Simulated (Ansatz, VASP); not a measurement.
**Bi (Bismuth): VASP beside Ansatz**

Wanted: the spread between two codes on one cell, functional and k mesh.

Calculated with Ansatz 0.2.0; plane waves, with VASP 6.6.1 beside it; relaxation of cell and atoms at BLYP with D3(BJ).

The database entry behind the starting cell lists a temperature near 78 K, so it need not match the best structure at ambient conditions.

## (1) The structure

It takes space group R-3m (No. 166, trigonal). Conventional cell: a = 4.535 Å, b = 4.535 Å, c = 11.814 Å, α = 90.00°, β = 90.00°, γ = 120.00°. Nearest to Bi lie 3 Bi at 3.06 Å.

Structure file:

```cif
data_structure
_symmetry_space_group_name_H-M 'R-3m:H'
_symmetry_Int_Tables_number 166
_cell_length_a 4.5350
_cell_length_b 4.5350
_cell_length_c 11.8140
_cell_angle_alpha 90.000
_cell_angle_beta 90.000
_cell_angle_gamma 120.000
_cell_volume 210.42
loop_
_atom_site_label
_atom_site_type_symbol
_atom_site_symmetry_multiplicity
_atom_site_Wyckoff_symbol
_atom_site_fract_x
_atom_site_fract_y
_atom_site_fract_z
_atom_site_occupancy
Bi1 Bi 6 c 0.33333 0.66667 0.90067 1
```

## (2) Ansatz: relaxation of cell and atoms, BLYP with D3(BJ)

Ansatz runs on its default PAW (the set named soft_2) files.

The relaxed volume is the usual yardstick between codes: its relative difference is about their pressure difference at one cell divided by the bulk modulus.

The input, input.yaml:

```yaml
crystal:
  lattice:
    - [2.2675, 1.3091417354, 3.938]
    - [-2.2675, 1.3091417354, 3.938]
    - [0.0, -2.6182834708, 3.938]
  atoms:
    - { symbol: Bi, position: [0.234, 0.234, 0.234] }
    - { symbol: Bi, position: [0.766, 0.766, 0.766] }
hamiltonian:
  xc: blyp
  pseudopotentials: { kind: paw }
  dispersion: d3bj
kpoints:
  mp_grid: { grid: [7, 7, 7] }
scf:
  occupations: { method: fermi_dirac, width: 0.05 }
relax:
  f_tol: 0.01
  max_steps: 60
  cell: { stress_tol: 0.05 }
output:
  forces: true
  stress: true
```

Started as:

```bash
> ansatz run input.yaml --threads 4 --pin off --max-ram 9216MiB --backend cpu --events-out ev --progress --plain --runs-dir out
```

Numbers of over 12 decimals in the logs are rounded to 6 here.

Log:

```text
Engine: ansatz 0.2.0, aarch64-unknown-linux-gnu
Pseudopotentials: kind: paw
Pseudopotential: Bi, paw, valence charge 15, recommended cutoff 420 eV (normal), Bi.paw.azcp
Functional definition: BLYP
  parameter beta = 0.0042
  parameter a = 0.04918
  parameter b = 0.132
  parameter c = 0.2533
  parameter d = 0.349
  exchange = b88_x(beta = beta)
  correlation = lyp_c(a = a, b = b, c = c, d = d)
Crystal: 2 atoms, lattice volume = 70.139 Å³
Basis set: ecut = 420 eV, 1369 PW (Γ), exchange–correlation on 64×64×64 points (8 copies of the dense FFT grid, shifted against one another)
Bands: 19, of which v1, the nominal top of the filled ones, is band 15 counted from 1 (14 counted from 0)
Symmetry: 12 space group operations
Space group: R-3m (ITA 166), of the structure as read, at distance tolerance 4.1e-5 Å
k-points: 44 of 343
Non-local potential: Bi, projectors of the file, l = 0: 2, l = 1: 2, l = 2: 2, l = 3: 2
PAW form: soft (Blöchl's): semilocal exchange-correlation on the pseudo side does not see the compensation charge
PAW frozen core: Bi, regenerated for the run's functional, and the local potential with it (the file was generated under x = pbe(κ = 0.804, μ = 0.219515), c = pbe(β = 0.066725))
PAW one-centre angular grid: Bi, 590 points (default); XC on 64 Gauss nodes
Initial density: superposition of atomic densities (neutral atoms: chi_scale 0, normalization atom), corrected by the library's trained network
Initial wavefunctions: pseudopotential atomic-orbital guess
Functional: x = b88, c = lyp
SCF iter   1: F=—  HF=-24852.760564 eV  |F-HF|=—  |Δ(HF+E_count)|=         —  Δρ=4.62e-3  dr2=1.25e-2  ethr=1.77e-3  ⟨swp⟩=6.3  Hψ=4296  notcnv=0
preconditioner: auto → none  [insulator: Δε(μ)=0.280 eV  Ē_g=20.411 eV  σ=0.050 eV  W_gap=0.88  n_scr=14 (ndim 8)  ℏωp=24.3 eV  f_vac=0.003  D(μ)=0.09/eV (n_scr^D=0)  ε∞_Penn≈2.4]
SCF iter   2: F=—  HF=-24852.758015 eV  |F-HF|=—  |Δ(HF+E_count)|=   2.55e-3  Δρ=2.04e-3  dr2=2.34e-3  ethr=4.18e-5  ⟨swp⟩=1.4  Hψ=1280  notcnv=0
SCF iter   3: F=—  HF=-24852.757858 eV  |F-HF|=—  |Δ(HF+E_count)|=   1.56e-4  Δρ=4.13e-4  dr2=1.97e-4  ethr=7.79e-6  ⟨swp⟩=3.0  Hψ=1496  notcnv=0
SCF iter   4: F=—  HF=-24852.757794 eV  |F-HF|=—  |Δ(HF+E_count)|=   6.42e-5  Δρ=1.17e-4  dr2=3.99e-6  ethr=6.57e-7  ⟨swp⟩=2.0  Hψ=1496  notcnv=0
SCF iter   5: F=—  HF=-24852.757804 eV  |F-HF|=—  |Δ(HF+E_count)|=   1.02e-5  Δρ=4.02e-5  dr2=1.02e-6  ethr=1.33e-8  ⟨swp⟩=2.0  Hψ=1498  notcnv=0
SCF iter   6: F=-24852.757804 eV  HF=-24852.757804 eV  |F-HF|=6.19e-8  |Δ(HF+E_count)|=   5.11e-7  Δρ=1.00e-5  dr2=7.40e-8  ethr=3.33e-10  ⟨swp⟩=4.0  Hψ=3966  notcnv=0
SCF 1 converged in 6 iterations: F = -24852.757804 eV  dr2 = 7.40e-8
  greatest PAW one-centre occupation: 0.988 electrons in one spin orbital (limit 2), on the Bi atom at site 1 (counted from 0), in its partial waves of l = 2
relax step   1: F+E_penalty+E_count = -24852.75780355 eV  Δ(F+E_penalty+E_count) = +0.000e0 eV  max|allowed force component| = 2.019e-1 eV/Å  Δτ_max = 0.0000 Å  P = +0.091 GPa  Ω = 70.139 Å³  (6 SCF iters, dr2 threshold 1.00e-7 eV, accepted)
[...]
relax step   2: F+E_penalty+E_count = -24852.76222201 eV  Δ(F+E_penalty+E_count) = -4.418e-3 eV  max|allowed force component| = 7.762e-2 eV/Å  Δτ_max = 0.0345 Å  P = -0.484 GPa  Ω = 70.010 Å³  energy of the carried Pulay correction = +2.960e-5 eV  (6 SCF iters, dr2 threshold 2.00e-7 eV, accepted)
[...]
relax step   3: F+E_penalty+E_count = -24852.76456435 eV  Δ(F+E_penalty+E_count) = -2.342e-3 eV  max|allowed force component| = 8.765e-3 eV/Å  Δτ_max = 0.0041 Å  P = -0.116 GPa  Ω = 69.541 Å³  energy of the carried Pulay correction = +1.375e-4 eV  (6 SCF iters, dr2 threshold 2.00e-7 eV, accepted)
[...]
relax step   4: F+E_penalty+E_count = -24852.76509169 eV  Δ(F+E_penalty+E_count) = -5.273e-4 eV  max|allowed force component| = 2.123e-2 eV/Å  Δτ_max = 0.0052 Å  P = -0.065 GPa  Ω = 69.298 Å³  energy of the carried Pulay correction = +1.938e-4 eV  (6 SCF iters, dr2 threshold 2.00e-7 eV, accepted)
[...]
relax step   5: F+E_penalty+E_count = -24852.76516501 eV  Δ(F+E_penalty+E_count) = -7.331e-5 eV  max|allowed force component| = 4.175e-3 eV/Å  Δτ_max = 0.0029 Å  P = +0.006 GPa  Ω = 69.260 Å³  energy of the carried Pulay correction = +2.025e-4 eV  (6 SCF iters, dr2 threshold 2.82e-8 eV, accepted)
[...]
relax step   6: F+E_penalty+E_count = -24852.76496376 eV  Δ(F+E_penalty+E_count) = +2.012e-4 eV  max|allowed force component| = 4.133e-3 eV/Å  Δτ_max = 0.0000 Å  P = +0.007 GPa  Ω = 69.260 Å³  stress off target by 1.12e-2 GPa  SCF on the basis re-selected at this cell (its energy is not comparable with the rows above)  (8 SCF iters)
basis re-selected at this cell: Δ(F+E_penalty+E_count) = +2.012e-4 eV, ΔP = +0.001 GPa vs the last step (what re-selecting the basis moved, of the pressure what is left beyond the Pulay correction that the steps carried, after the strain that the cell walked since its last selection, with what the two solves' SCF thresholds leave and, on support functions, any second-order correction that the steps lacked; it is no m [...]
SCF converged after 8 iterations
Free energy (F): -24852.764964 eV
Harris-Foulkes:  -24852.764964 eV  (|F-HF|=3.64e-12)
Internal energy: -24852.764267 eV  (E = F + TS)
E sigma→0 (E₀):  -24852.764615 eV
Entropy (-TS):   -0.000697 eV (-0.348 meV/atom)
Fermi energy:    10.333262 eV
--- Per-component energies (eV) ---
  E_band       = -197.633415
  E_kinetic    = 608.135023
  E_local      = -3078.433214  (includes V_loc(G=0)·N_el)
  E_nonlocal   = 1111.520092
  E_hartree    = 1004.831898
  E_xc         = -298.536933
  E_vxc        = -283.612281  (∫ρ·V_xc dr)
  E_paw        = -21387.312081  (= ΣΔE_a)
  E_vpaw       = -564.905799  (= ΣTr[D̂ρ^β])
  E_aug_tail   = -0.001031  (compensation charges beyond the density's cutoff)
  E_ewald      = -2810.566304
  E_disp       = -2.231949  (pairwise vdW)
  E_core_change = -0.169766  (= ΣΔE_core)
  E_smearing   = -0.000697  (= −TS)
  E_closure    = -0.000000  (closes the sum)
  Σ components = -24852.764964   (vs F -24852.764964, Δ=0.00e0)
--- Forces (eV/Å), atoms counted from 1 ---
  atom   1  Bi     0.00000000    -0.00000000     0.00413348
  atom   2  Bi    -0.00000000     0.00000000    -0.00413348
  max |Σ_I F_I| component: 2.31e-17 eV/Å
--- Stress (GPa, compression-positive) ---
        0.004622       0.000000      -0.000000
        0.000000       0.004622       0.000000
       -0.000000       0.000000       0.011235
  P = ⅓ Tr σ = 0.0068 GPa (0.068 kbar)
--- Relaxed structure (5 steps of the walk, 5 accepted, 1 SCFs on fresh bases) ---
  F+E_penalty+E_count = -24852.76496376 eV   max|allowed force component| = 4.133e-3 eV/Å   (the final SCF, on the basis selected at the relaxed cell)
  cell:  # Å, volume = 69.2601 Å³
    - [2.273852, 1.312809, 3.866947]
    - [-2.273852, 1.312809, 3.866947]
    - [0, -2.625618, 3.866947]
  atoms:
    - { symbol: Bi, position: [0.236771, 0.236771, 0.236771] }
    - { symbol: Bi, position: [0.763229, 0.763229, 0.763229] }
```

The job ended after 5.2 s (4 threads of Arm Neoverse V2, shared host; peak memory 0.38 GiB).

## (3) VASP: relaxation of cell and atoms, BLYP with D3(BJ)

The same cell, functional (in two slightly different forms), mesh and smearing now go to VASP, with its own data sets and cutoff.

Lines of VASP's logs that name or quote its potential files are left out, and so is its time.

The input, INCAR:

```
SYSTEM = Bi
PREC = Accurate
ENCUT = 520
EDIFF = 1E-06
NELM = 100
ISMEAR = -1
SIGMA = 0.05
LREAL = .FALSE.
ALGO = Normal
GGA = B5
ALDAX = 1
AGGAX = 1
AGGAC = 1
ALDAC = 0
IVDW = 12
VDW_S6 = 1
VDW_S8 = 2.6996
VDW_A1 = 0.4298
VDW_A2 = 4.2359
NBANDS = 21
LORBIT = 11
LWAVE = .FALSE.
LCHARG = .FALSE.
KPAR = 2
IBRION = 2
NSW = 60
ISIF = 3
EDIFFG = -0.01
```

The input, POSCAR:

```
Bi
1.0
    2.2675000000      1.3091417354      3.9380000000
   -2.2675000000      1.3091417354      3.9380000000
    0.0000000000     -2.6182834708      3.9380000000
Bi
2
Direct
    0.2340000000      0.2340000000      0.2340000000
    0.7660000000      0.7660000000      0.7660000000
```

The input, KPOINTS:

```
Automatic mesh
0
Gamma
7 7 7
0 0 0
```

The projector-augmented-wave data sets are Bi_d (PBE family, release 64).

Started as:

```bash
> mpirun -np 2 vasp_std
```

Log:

```text
[banner, memory and clock lines left out]
running    2 mpi-ranks, on    1 nodes
 distrk:  each k-point on    1 cores,    2 groups
 distr:  one band on    1 cores,    1 groups

 POSCAR found type information on POSCAR Bi
 POSCAR found :  1 types and       2 ions
|                                                                             |
|               ----> ADVICE to this user running VASP <----                  |
|                                                                             |
|     You enforced a specific xc type in the INCAR file but a different       |
|     [... a line on the potential file left out ...]
|     I HOPE YOU KNOW WHAT YOU ARE DOING!                                     |
|                                                                             |

 LDA part: xc-table for (Slater(with rela. corr.)+VWN5), standard interpolation
 POSCAR, INCAR and KPOINTS ok, starting setup
 FFT: planning ... GRIDC
 FFT: planning ... GRID_SOFT
 FFT: planning ... GRID
 WAVECAR not read
 entering main loop
       N       E                     dE             d eps       ncg     rms          rms(c)
DAV:   1     0.308518764370E+03    0.30852E+03   -0.16344E+04  1848   0.171E+03
DAV:   2     0.197232853983E+02   -0.28880E+03   -0.28250E+03  1868   0.447E+02
DAV:   3    -0.549500312931E+01   -0.25218E+02   -0.24859E+02  2208   0.149E+02
DAV:   4    -0.638264582555E+01   -0.88764E+00   -0.88714E+00  2226   0.307E+01
DAV:   5    -0.642297610195E+01   -0.40330E-01   -0.40329E-01  2631   0.589E+00    0.145E+00
DAV:   6    -0.640099659204E+01    0.21980E-01   -0.48462E-02  2442   0.285E+00    0.766E-01
DAV:   7    -0.639701295764E+01    0.39836E-02   -0.27899E-02  2520   0.219E+00    0.182E-01
DAV:   8    -0.639741413331E+01   -0.40118E-03   -0.31121E-03  2058   0.598E-01    0.260E-02
DAV:   9    -0.639744886731E+01   -0.34734E-04   -0.13424E-04  2495   0.100E-01    0.938E-03
DAV:  10    -0.639745176945E+01   -0.29021E-05   -0.10612E-05  1859   0.259E-02    0.332E-03
DAV:  11    -0.639745243791E+01   -0.66846E-06   -0.15214E-06  1728   0.105E-02
   1 F= -.85999629E+01 E0= -.85994772E+01  d E =-.859996E+01
[... from here on, the cycles between the ionic steps are left out ...]
   2 F= -.86036827E+01 E0= -.86032073E+01  d E =-.371983E-02
   3 F= -.86039761E+01 E0= -.86035032E+01  d E =-.401322E-02
   4 F= -.86067377E+01 E0= -.86063068E+01  d E =-.276163E-02
   5 F= -.86078630E+01 E0= -.86074724E+01  d E =-.388693E-02
   6 F= -.86080828E+01 E0= -.86077132E+01  d E =-.219788E-03
   7 F= -.86081184E+01 E0= -.86077641E+01  d E =-.255327E-03
   8 F= -.86081220E+01 E0= -.86077657E+01  d E =-.258974E-03
   9 F= -.86081156E+01 E0= -.86077529E+01  d E =-.252580E-03
  10 F= -.86081224E+01 E0= -.86077636E+01  d E =-.259381E-03
  11 F= -.86081231E+01 E0= -.86077655E+01  d E =-.260018E-03
 curvature:  -0.88 expect dE=-0.995E-04 dE for cont linesearch -0.103E-06
 trial: gam= 0.36046 g(F)=  0.395E-04 g(S)=  0.732E-04 ort =-0.825E-05 (trialstep = 0.109E+01)
 search vector abs. value=  0.183E-03
 bond charge predicted
       N       E                     dE             d eps       ncg     rms          rms(c)
DAV:   1    -0.637961937414E+01    0.21457E-02   -0.60496E-02  2138   0.281E+00    0.213E-01
DAV:   2    -0.637837804917E+01    0.12413E-02   -0.30287E-03  2108   0.880E-01    0.111E-01
DAV:   3    -0.637794951569E+01    0.42853E-03   -0.12682E-03  2485   0.560E-01    0.247E-02
DAV:   4    -0.637795372364E+01   -0.42079E-05   -0.19395E-04  2136   0.157E-01    0.821E-03
DAV:   5    -0.637795312915E+01    0.59449E-06   -0.11761E-05  2551   0.505E-02    0.312E-03
DAV:   6    -0.637795291704E+01    0.21211E-06   -0.18164E-06  1082   0.248E-02
  12 F= -.86081787E+01 E0= -.86078388E+01  d E =-.556205E-04
 trial-energy change:   -0.000056  1 .order   -0.000053   -0.000119    0.000013
 step:   0.9763(harm=  0.9763)  dis= 0.00017  next Energy=    -8.608177 (dE=-0.535E-04)
 reached required accuracy - stopping structural energy minimisation
```

Parts of OUTCAR (step 3):

```text
ion  position               nearest neighbor table
   1  0.234  0.234  0.234-   2 3.06   2 3.06   2 3.06   2 3.52   2 3.52   2 3.52
   2  0.766  0.766  0.766-   1 3.06   1 3.06   1 3.06   1 3.52   1 3.52   1 3.52

  LATTYP: Found a trigonal (rhomboedric) cell.
 ALAT       =     4.7289800521
 COS(alpha) =     0.5401781303

 Subroutine GETGRP returns: Found 12 space group operations
 (whereof 12 operations were pure point group operations)

The static configuration has the point symmetry D_3d.

 Found     44 irreducible k-points:

   k-points           NKPTS =     44   k-points in BZ     NKDIM =     44   number of bands    NBANDS=     21

   dimension x,y,z NGX =    36 NGY =   36 NGZ =   36
   dimension x,y,z NGXF=    72 NGYF=   72 NGZF=   72

   ENCUT  =  520.0 eV  38.22 Ry    6.18 a.u.   8.79  8.79  8.79*2*pi/ulx,y,z

   NELECT =      30.0000    total number of electrons

 k-points in reciprocal lattice and weights: Automatic mesh
   0.00000000  0.00000000  0.00000000       0.003
   0.14285714  0.00000000  0.00000000       0.017
   0.28571429  0.00000000  0.00000000       0.017
   0.42857143 -0.00000000  0.00000000       0.017
   0.14285714  0.14285714  0.00000000       0.017
   0.28571429  0.14285714  0.00000000       0.035
   0.42857143  0.14285714  0.00000000       0.035
  -0.42857143  0.14285714 -0.00000000       0.035
  -0.28571429  0.14285714  0.00000000       0.035
[...]
0.42857143  0.42857143  0.42857143       0.006
  -0.42857143  0.42857143  0.42857143       0.017

 Edisp (eV)   -2.22636

 average (electrostatic) potential at core
       1-104.3503       2-104.3503

 E-fermi :   6.9384

 k-point     1 :       0.0000    0.0000    0.0000
  band No.  band energies     occupation
    ...
     11      -6.1808      2.00000
     12      -0.5381      2.00000
     13       5.5083      2.00000
     14       5.6754      2.00000
     15       5.6754      2.00000
     16       9.6964      0.00000
     17       9.9714      0.00000
     18       9.9714      0.00000
     19      12.7591      0.00000
     20      12.8647      0.00000
    ...

 k-point     2 :       0.1429    0.0000    0.0000
  band No.  band energies     occupation
    ...
     11      -5.9901      2.00000
     12      -0.9875      2.00000
     13       5.5863      2.00000
     14       5.6996      2.00000
     15       5.7702      2.00000
     16       9.1454      0.00000
     17       9.3433      0.00000
     18       9.4726      0.00000
     19      12.3352      0.00000
     20      12.8641      0.00000
    ...

 k-point     3 :       0.2857    0.0000    0.0000
  band No.  band energies     occupation
    ...
     11      -5.4306      2.00000
     12      -2.0602      2.00000
     13       5.7162      2.00000
     14       5.7967      2.00000
     15       6.0548      2.00000
     16       7.9734      0.00000
     17       8.4091      0.00000
     18       8.5381      0.00000
     19      12.8024      0.00000
     20      13.7311      0.00000
    ...

 Edisp (eV)   -2.23023

  Total       0.01341     0.01341     0.01074     0.00000     0.00000     0.00000
  in kB       0.31013     0.31013     0.24836     0.00000     0.00000     0.00000
  external pressure =        0.29 kB  Pullay stress =        0.00 kB

  energy-cutoff  :      520.00
  volume of cell :       69.30
      direct lattice vectors                 reciprocal lattice vectors
     2.275078984  1.313517464  3.865114236     0.219772590  0.126885764  0.086241522
    -2.275078984  1.313517464  3.865114236    -0.219772590  0.126885764  0.086241522
     0.000000000 -2.627034928  3.865114236     0.000000000 -0.253771528  0.086241522

 POSITION                                       TOTAL-FORCE (eV/Angst)
 -----------------------------------------------------------------------------------
      0.00000      0.00000      2.74968         0.000000      0.000000     -0.007687
      0.00000      0.00000      8.84566         0.000000     -0.000000      0.007687
 -----------------------------------------------------------------------------------
    total drift:                               -0.000000     -0.000000      0.000000

  FREE ENERGIE OF THE ION-ELECTRON SYSTEM (eV)
  ---------------------------------------------------
  free  energy   TOTEN  =        -8.6081786806 eV

  energy  without entropy=       -8.6074989585  energy(sigma->0) =       -8.60783882

 reached required accuracy - stopping structural energy minimisation

 total charge
# of ion       s       p       d       tot
------------------------------------------
    1        1.536   1.388   9.918  12.842
    2        1.536   1.388   9.918  12.842
--------------------------------------------------
tot          3.071   2.776  19.836  25.683

[... 3 further parts left out ...]
```

CONTCAR:

```
Bi
   1.00000000000000
     2.2750789844737906    1.3135174641262501    3.8651142362987807
    -2.2750789844737906    1.3135174641262501    3.8651142362987807
     0.0000000000000000   -2.6270349282525003    3.8651142362987807
  Bi
     2
Direct
     0.2371367899575560    0.2371367899575560    0.2371367899575560
     0.7628632100424442    0.7628632100424442    0.7628632100424442
```

## (4) Side by side

Known differences besides the potentials themselves: both relaxations stop at a tolerance, which leaves soft axes loose, and VASP keeps its plane-wave basis; the cutoff is 420 eV in Ansatz and 520 eV in VASP; Ansatz makes its cores anew for this functional, VASP keeps those of its PBE data sets; VASP leaves aspherical gradient terms in its spheres out (LASPH is not set), Ansatz keeps them; VASP's log shows a relativistic correction to its local exchange, Ansatz's none; Ansatz adds a Pulay correction to the stress that steers its cell, VASP none. Total energies have different zeros and are not compared.

Compared:

```tsv
quantity	Ansatz	VASP	difference
volume (Å³)	69.26	69.30	-0.06 %
edge a after relaxation, in the typed setting (Å)	4.674	4.673	+0.01 %
```

The walks stopped with 0.01 GPa left in Ansatz and 0.03 GPa in VASP; each walk ends within a tolerance, so the volume difference is uncertain by about these residues over the bulk modulus, most in soft cells.

## (5) Outcome

```json
{
  "difference in volume (relaxation of cell and atoms, BLYP with D3(BJ))": "-0.060 %"
}
```

**Reading.** The difference in volume is -0.060 % (relaxation of cell and atoms, BLYP with D3(BJ)), within the 1.2 % picked in this series as the mark of a large difference, as far as the stopping tolerances let one tell. How closely two codes agree says nothing of how well the functional describes the real material.

[Lines on the potential files, build, host, timing and source positions are cut from VASP's logs without a mark.]

[Logs are printed without paths, hosts, clocks, repeated set-up lines and the standing remarks that a program may print on its own settings, such as how far it seeks lower states.]

[Hosts, paths, dates, database ids (printed as entryN), source tags and the programs' standing remarks are cut or masked in the printed files.]
